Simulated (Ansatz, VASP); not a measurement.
One calculation of Ba2Tl5V3O12, two programs

INCAR

```
SYSTEM = Ba2Tl5V3O12
PREC = Accurate ; ENCUT = 520
EDIFF = 1E-7 ; ISMEAR = -1
SIGMA = 0.05 ; LREAL = .FALSE.
LASPH = .TRUE. ; NELM = 120
ALGO = Normal ; ISIF = 2
LWAVE = .FALSE. ; LCHARG = .FALSE.
ISPIN = 2 ; MAGMOM = 0 0 2 2 2 0 0 0 0 0 0 0 0 0 0 0 0 0 0 0 0 0
LORBIT = 11 ; LMAXMIX = 4
GGA = PE ; NBANDS = 119
KPAR = 4
```

KPOINTS

```
regular mesh
0
G
  4 4 4
  0 0 0
```

File POSCAR:

```
Ba2Tl5V3O12
1.0
    4.2085430358      2.4298019214      6.0872685593
   -4.2085430358      2.4298019214      6.0872685593
    0.0000000000     -4.8596038428      6.0872685593
Ba V Tl O
2 3 5 12
Direct
    0.5000000000      0.5000000000      0.5000000000
    0.0000000000      0.0000000000      0.0000000000
    0.5000000000      0.5000000000      0.0000000000
    0.0000000000      0.5000000000      0.5000000000
    0.5000000000      0.0000000000      0.5000000000
    0.0000000000      0.0000000000      0.5000000000
    0.5000000000      0.0000000000      0.0000000000
    0.0000000000      0.5000000000      0.0000000000
    0.7404500000      0.7404500000      0.7404500000
    0.2595500000      0.2595500000      0.2595500000
    0.7165200000      0.0808900000      0.4124200000
    0.4124200000      0.7165200000      0.0808900000
    0.0808900000      0.4124200000      0.7165200000
    0.5875700000      0.9191100000      0.2834800000
    0.9191100000      0.2834800000      0.5875700000
    0.2834800000      0.5875700000      0.9191100000
    0.2834800000      0.9191100000      0.5875700000
    0.5875700000      0.2834800000      0.9191100000
    0.9191100000      0.5875700000      0.2834800000
    0.4124200000      0.0808900000      0.7165200000
    0.0808900000      0.7165200000      0.4124200000
    0.7165200000      0.4124200000      0.0808900000
```

File input.yaml:

```yaml
crystal:
  lattice:
    - [4.2085430358, 2.4298019214, 6.0872685593]
    - [-4.2085430358, 2.4298019214, 6.0872685593]
    - [0.0, -4.8596038428, 6.0872685593]
  atoms:
    - { symbol: Ba, position: [0.5, 0.5, 0.5] }
    - { symbol: Ba, position: [0.0, 0.0, 0.0] }
    - { symbol: V, position: [0.5, 0.5, 0.0], spin: 2.0 }
    - { symbol: V, position: [0.0, 0.5, 0.5], spin: 2.0 }
    - { symbol: V, position: [0.5, 0.0, 0.5], spin: 2.0 }
    - { symbol: Tl, position: [0.0, 0.0, 0.5] }
    - { symbol: Tl, position: [0.5, 0.0, 0.0] }
    - { symbol: Tl, position: [0.0, 0.5, 0.0] }
    - { symbol: Tl, position: [0.74045, 0.74045, 0.74045] }
    - { symbol: Tl, position: [0.25955, 0.25955, 0.25955] }
    - { symbol: O, position: [0.71652, 0.08089, 0.41242] }
    - { symbol: O, position: [0.41242, 0.71652, 0.08089] }
    - { symbol: O, position: [0.08089, 0.41242, 0.71652] }
    - { symbol: O, position: [0.58757, 0.91911, 0.28348] }
    - { symbol: O, position: [0.91911, 0.28348, 0.58757] }
    - { symbol: O, position: [0.28348, 0.58757, 0.91911] }
    - { symbol: O, position: [0.28348, 0.91911, 0.58757] }
    - { symbol: O, position: [0.58757, 0.28348, 0.91911] }
    - { symbol: O, position: [0.91911, 0.58757, 0.28348] }
    - { symbol: O, position: [0.41242, 0.08089, 0.71652] }
    - { symbol: O, position: [0.08089, 0.71652, 0.41242] }
    - { symbol: O, position: [0.71652, 0.41242, 0.08089] }
hamiltonian:
  xc: pbe
  pseudopotentials: { kind: paw }
magnetization:
  spin_polarized: true
kpoints:
  mp_grid: { grid: [4, 4, 4] }
scf:
  occupations: { method: fermi_dirac, width: 0.05 }
output:
  forces: true
  stress: true
  eigenvalues: true
  write_density: true
  write_potential: true
  elf: true
  volumetric_format: npy
```

Change from the starting cell: volume scaled by 0.98.

Alike in both runs: task single point; functional PBE; k mesh 4 × 4 × 4; occupations fermi-dirac, width 0.05 eV; collinear spin, ferromagnetic start.

```csv
,VASP,Ansatz
version,VASP 6.6.1,Ansatz 0.2.0
potentials or method,"VASP PAW PBE potentials, release 64 (Ba_sv, V_sv, Tl_d, O)",Ansatz PAW
plane-wave cutoff (eV),520,420
valence electrons in the cell,196,196
```

Ansatz gave:

```
gap on the k mesh at the Fermi level (eV)                     : none
pressure (GPa)                                                : 2.0
largest component of the traceless stress (GPa)               : 0.51
rms of the force components (eV/Å)                            : 0.111
net moment per atom (μB)                                      : 0.05
size of the moment on the site where the two differ most (μB) : 0.23
```

What did VASP give for the same quantities?

gap on the k mesh at the Fermi level (eV): none; pressure (GPa): 2.4; largest component of the traceless stress (GPa): 0.65; rms of the force components (eV/Å): 0.148; net moment per atom (μB): 0.05; size of the moment on the site where the two differ most (μB): 0.33.

Site moments also hang on the region over which each program counts them. Atom by atom the forces differ by 0.038 eV/Å (rms over components). A gap of «none» marks a metal or a gap that the smearing closes. With one functional, cell and mesh, what is left measures potentials, basis and numerics.

Caveats: semilocal functionals often make such compounds metallic where correlation or magnetic order opens a gap, which also shifts bond lengths; the pressure holds a Pulay correction of +0.4 GPa for the finite cutoff (Ansatz). Spin-orbit coupling is left out, which matters for the levels of Ba, Tl.
